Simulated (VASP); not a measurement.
# BeZn2Se3 (P1) in VASP: relaxation of cell and atoms with PBE

Aim: the relaxation of cell and atoms of BeZn2Se3 with PBE.

Program: VASP 6.6.1. These are calculated values, not measurements. Logs are shortened: lines on timing, memory, paths and dates and some standing lists are left out, and cuts for length are marked.

**1. The structure**

The typed cell holds 12 atoms: a = 6.630 Å, b = 6.754 Å, c = 6.719 Å, α = 101.79°, β = 97.17°, γ = 118.65°.

The cell was built by a generator and needn't be a form met in nature.

**2. Relaxation of cell and atoms, PBE**

INCAR

```
SYSTEM = BeZn2Se3
ALGO = Fast
EDIFF = 1E-5
EDIFFG = -0.03
ENCUT = 520
GGA = PE
IBRION = 2
ISIF = 3
ISMEAR = 0
ISYM = 0
KPAR = 2
LASPH = .TRUE.
LCHARG = .FALSE.
LREAL = Auto
LWAVE = .FALSE.
NELM = 80
NSW = 110
PREC = Normal
SIGMA = 0.05
```

KPOINTS

```
k-points
0
G
  3 3 3
  0 0 0
```

POSCAR

```
BeZn2Se3
1.0
    3.3520640500     -5.7181598400      0.1419469900
    3.4759201000      5.7893510800     -0.1098727300
   -2.1995951500     -0.1597556400      6.3462534200
Be Zn Se
2 4 6
Direct
    0.9403585200      0.0839258000      0.0202674400
    0.0925043400      0.9216945500      0.5130750000
    0.5600913300      0.3926733700      0.9880050900
    0.2420835800      0.7367329100      0.9993927400
    0.4184664000      0.5878024800      0.4884304600
    0.7404817100      0.2299958600      0.5057591400
    0.9620022900      0.8277837700      0.1526233100
    0.2635154200      0.4211799500      0.1299102200
    0.6361324800      0.1121105800      0.0899800900
    0.4107392000      0.2762038900      0.5864212400
    0.7976506700      0.9453159100      0.6164393700
    0.1024023400      0.6168138800      0.6116964600
```

Potentials or basis: VASP PAW PBE potentials, release 64 (Be, Zn, Se).

The run is started by

```
cat potpaw_PBE.64/Be/POTCAR potpaw_PBE.64/Zn/POTCAR potpaw_PBE.64/Se/POTCAR > POTCAR
mpirun -np 2 vasp_std > vasp.out
```

OUTCAR:

```text
SYSTEM = BeZn2Se3
   EDIFF = 1E-5
   EDIFFG = -0.03
   ENCUT = 520
   GGA = PE
   IBRION = 2
   ISIF = 3
   ISMEAR = 0
   ISYM = 0
   LASPH = .TRUE.
   LREAL = Auto
   NELM = 80
   NSW = 110
   PREC = Normal

 ion  position               nearest neighbor table
   1  0.940  0.084  0.020-   8 2.14   7 2.15   9 2.21  11 2.57
   2  0.093  0.922  0.513-  10 2.20  11 2.22   7 2.31  12 2.31
   3  0.560  0.393  0.988-   8 2.36   9 2.38  10 2.57   7 2.72
   4  0.242  0.737  0.999-  12 2.47   7 2.49   9 2.50   8 2.52
   5  0.418  0.588  0.488-   8 2.30  10 2.31  11 2.38  12 2.42
   6  0.740  0.230  0.506-  11 2.37  12 2.43  10 2.46   9 2.65
   7  0.962  0.828  0.153-   1 2.15   2 2.31   4 2.49   3 2.72
   8  0.264  0.421  0.130-   1 2.14   5 2.30   3 2.36   4 2.52
   9  0.636  0.112  0.090-   1 2.21   3 2.38   4 2.50   6 2.65
  10  0.411  0.276  0.586-   2 2.20   5 2.31   6 2.46   3 2.57
  11  0.798  0.945  0.616-   2 2.22   6 2.37   5 2.38   1 2.57
  12  0.102  0.617  0.612-   2 2.31   5 2.42   6 2.43   4 2.47

IMPORTANT INFORMATION: All symmetrisations will be switched off!
NOSYMM: (Re-)initialisation of all symmetry stuff for point group C_1.

----------------------------------------------------------------------------------------

                                     Primitive cell

  volume of cell :     249.5824

  direct lattice vectors                    reciprocal lattice vectors
     3.352064050 -5.718159840  0.141946990     0.147138316 -0.087415591  0.048797231
     3.475920100  5.789351080 -0.109872730     0.145307571  0.086485556  0.052540351
    -2.199595150 -0.159755640  6.346253420    -0.000775340  0.003452554  0.157391466

  length of vectors
     6.629768797  6.753567834  6.718532069     0.177967242  0.177072104  0.157431239

  position of ions in fractional coordinates (direct lattice)
     0.940358520  0.083925800  0.020267440
     0.092504340  0.921694550  0.513075000
     0.560091330  0.392673370  0.988005090
     0.242083580  0.736732910  0.999392740
     0.418466400  0.587802480  0.488430460
     0.740481710  0.229995860  0.505759140
     0.962002290  0.827783770  0.152623310
     0.263515420  0.421179950  0.129910220
     0.636132480  0.112110580  0.089980090
     0.410739200  0.276203890  0.586421240
     0.797650670  0.945315910  0.616439370
     0.102402340  0.616813880  0.611696460

  ion indices of the primitive-cell ions
   primitive index   ion index
                 1           1
                 2           2
                 3           3
                 4           4
                 5           5
                 6           6
                 7           7
                 8           8
                 9           9
[... 70 lines left out ...]
   ISIF   =      3    stress and relaxation
   ISYM   =      0    0-nonsym 1-usesym 2-fastsym
   POTIM  = 0.5000    time-step for ionic-motion
   TEBEG  =    0.0;   TEEND  =   0.0 temperature during run
   PSTRESS=    0.0 pullay stress
   NELECT =      88.0000    total number of electrons
   NUPDOWN=      -1.0000    fix difference up-down
   EMIN   =  10.00;   EMAX   =-10.00  energy-range for DOS
   EFERMI =   0.00;   METHOD = LEGACY
   ISMEAR =     0;   SIGMA  =   0.05  broadening in eV -4-tet -1-fermi 0-gaus
   EFERMI_NEDOS =   21; number of points for ismear=-14 and -15
   IALGO  =     68    algorithm
   IMIX   =      4    mixing-type and parameters
     AMIX     =   0.40;   BMIX     =  1.00
     AMIX_MAG =   1.60;   BMIX_MAG =  1.00
  volume/ion in A,a.u.               =      20.80       140.36
  Fermi-wavevector in a.u.,A,eV,Ry     =   1.156550  2.185562 18.199259  1.337608
  Thomas-Fermi vector in A             =   2.293169
   LORBIT       =      0    0 simple, 1 ext, 2 COOP (PROOUT), +10 PAW based schemes
   GGA     = PE    functional components
   LHFCALC =     F    Hartree Fock is set to
   AEXX    =    0.0000 exact exchange contribution
   IVDW    =     0    specifies the selected vdW correction
   LEPSILON=     F    determine dielectric tensor
   LRPA    =     F    only Hartree local field effects (RPA)
 conjugate gradient relaxation of ions
 non-spin polarized calculation
 RMM-DIIS sequential band-by-band and
 Gauss-broadening in eV      SIGMA  =   0.05
  energy-cutoff  :      520.00
  volume of cell :      249.58
 maximum number of plane-waves:      6745
   NGX = 25   NGY = 25   NGZ = 25

--------------------------------------- Ionic step        1  -------------------------------------------

 number of electron      87.9999973 magnetization

 Free energy of the ion-electron system (eV)
  ---------------------------------------------------
  ext. energy  EPLUGINS =         0.00000000
  ---------------------------------------------------
  free energy    TOTEN  =       -40.59106119 eV

  energy without entropy =      -40.59106119  energy(sigma->0) =      -40.59106119

------------------------ aborting loop because EDIFF is reached ----------------------------------------

  FORCE on cell =-STRESS in cart. coord.  units (eV):
  Direction    XX          YY          ZZ          XY          YZ          ZX
  --------------------------------------------------------------------------------------
  -------------------------------------------------------------------------------------
  Total        3.5145075      6.9339112      3.7598103     -0.4876880      1.7572008     -0.8710410
  in kB       22.5611420     44.5117713     24.1358466     -3.1306801     11.2802307     -5.5915887
  external PRESSURE =      30.4029200 kB  Pullay stress =       0.0000000 kB
[... 119 lines left out ...]
  FREE ENERGIE OF THE ION-ELECTRON SYSTEM (eV)
  ---------------------------------------------------
  free  energy   TOTEN  =       -41.3207751411 eV

  energy  without entropy=      -41.3207751411  energy(sigma->0) =      -41.32077514

[... ionic steps 4 to 13 ...]

--------------------------------------- Ionic step       14  -------------------------------------------

 number of electron      88.0000045 magnetization

------------------------ aborting loop because EDIFF is reached ----------------------------------------
[... 87 lines left out ...]
--------------------------------------- Ionic step       16  -------------------------------------------

 number of electron      88.0000052 magnetization

 Free energy of the ion-electron system (eV)
  ---------------------------------------------------
  ext. energy  EPLUGINS =         0.00000000
  ---------------------------------------------------
  free energy    TOTEN  =       -41.66765744 eV

  energy without entropy =      -41.66765744  energy(sigma->0) =      -41.66765744

 E-fermi :   2.1509     XC(G=0):  -9.2682

 val. band max:        1.8781160376   @ k =   0.0000   0.0000   0.0000
 cond. band min:       3.8098355683   @ k =   0.0000   0.0000   0.0000
 fundamental gap:      1.9317195307
 Fermi energy:         2.1509430817

 k-point     1 :       0.0000    0.0000    0.0000
  band No.  band energies     occupation
      1     -11.3615      2.00000
      2     -10.4634      2.00000
      3     -10.2271      2.00000
      4     -10.2143      2.00000
      5     -10.2123      2.00000
      6     -10.1980      2.00000
[... 798 lines left out ...]
  FREE ENERGIE OF THE ION-ELECTRON SYSTEM (eV)
  ---------------------------------------------------
  free  energy   TOTEN  =       -41.6676574431 eV

  energy  without entropy=      -41.6676574431  energy(sigma->0) =      -41.66765744

 reached required accuracy - stopping structural energy minimisation
```

OSZICAR:

```text
N       E                     dE             d eps       ncg     rms          rms(c)
DAV:   1     0.695356737092E+03    0.69536E+03   -0.38585E+04  1456   0.181E+03
DAV:   2     0.611771625455E+02   -0.63418E+03   -0.61714E+03  1456   0.415E+02
DAV:   3    -0.378365672537E+02   -0.99014E+02   -0.96902E+02  1648   0.153E+02
[... 143 lines left out ...]
DAV:   1    -0.416679612291E+02   -0.69602E-03   -0.48034E-01  1484   0.318E+00    0.175E-01
RMM:   2    -0.416677137034E+02    0.24753E-03   -0.35509E-03  1456   0.391E-01    0.778E-02
RMM:   3    -0.416676756184E+02    0.38085E-04   -0.59548E-04  1458   0.115E-01    0.402E-02
RMM:   4    -0.416676614570E+02    0.14161E-04   -0.16470E-04  1503   0.746E-02    0.226E-02
RMM:   5    -0.416676574431E+02    0.40138E-05   -0.37605E-05  1147   0.439E-02
  16 F= -.41667657E+02 E0= -.41667657E+02  d E =-.394920E-03
```

Run time: 6.7 min. Hardware: 2 MPI ranks of Intel Xeon 6975P-C (Granite Rapids), shared host; peak memory 0.32 GiB.

What came out:

```
Free energy                            : -41.6677 eV
Relaxed volume                         : 21.34 Å³/atom
Relaxed cell                           : a = 6.806 Å, b = 6.808 Å, c = 6.768 Å, α = 99.38°, β = 99.35°, γ = 120.24°
Space group after relaxing (to 0.05 Å) : Cc (No. 9)
Energy gained by relaxing              : 89.7 meV/atom
Ionic steps                            : 16
Pressure after relaxing                : 0.1 GPa
Largest force after relaxing           : 0.020 eV/Å
Band gap on the k mesh                 : 1.93 eV, direct
```

Forces in eV/Å, atoms in the order of the input:
```
Be  -0.014  0.004 -0.001
Be   0.002 -0.013  0.002
Zn  -0.001  0.012 -0.005
Zn   0.006  0.006  0.004
Zn   0.012  0.006 -0.004
Zn  -0.008  0.005  0.017
Se   0.007  0.007  0.005
Se  -0.006  0.007 -0.004
Se   0.016 -0.005 -0.003
Se   0.006 -0.009  0.008
Se  -0.007 -0.005 -0.016
Se  -0.014 -0.014 -0.003
```

Step by step:
```csv
step,energy change (eV),largest force (eV/Å),pressure (GPa),volume (Å³)
1,0.0000,2.2769,3.04,249.58
2,-0.6889,0.8175,-1.48,264.08
3,-0.7297,0.6699,-2.57,269.13
4,-0.9858,0.3778,-0.74,259.22
5,-1.0095,0.4485,0.27,255.08
6,-1.0485,0.1992,0.28,255.21
7,-1.0544,0.1683,0.13,255.28
8,-1.0626,0.1219,0.03,256.14
9,-1.0659,0.1016,-0.21,257.13
10,-1.0720,0.0804,-0.08,256.08
11,-1.0731,0.0724,0.15,255.38
12,-1.0758,0.0363,0.00,256.09
13,-1.0759,0.0380,-0.15,256.24
14,-1.0758,0.0526,0.14,255.32
15,-1.0762,0.0340,0.07,255.87
16,-1.0766,0.0196,0.07,256.06
```

Final structure:
```
Be Zn Se
1.0
     3.38960   -5.90149    0.00108
     3.39237    5.90309    0.00113
    -2.21247   -0.00161    6.39602
Be Zn Se
2 4 6
Direct
  0.91618 0.07220 0.99868
  0.07222 0.91460 0.49800
  0.57942 0.40726 0.99555
  0.23693 0.74394 0.99542
  0.40935 0.57820 0.49667
  0.74669 0.23668 0.49504
  0.95378 0.80820 0.13995
  0.26217 0.42856 0.11084
  0.63898 0.10961 0.11065
  0.42919 0.26009 0.60997
  0.80997 0.95353 0.64050
  0.11156 0.63937 0.61072
```

Levels at points of the mesh, in eV from the valence-band top:
| k point | band 42 | band 43 | band 44 | band 45 | band 46 | band 47 |
| --- | --- | --- | --- | --- | --- | --- |
| (0.00, 0.00, 0.00) | -0.03 | -0.01 | 0.00 | 1.93 | 2.72 | 3.76 |
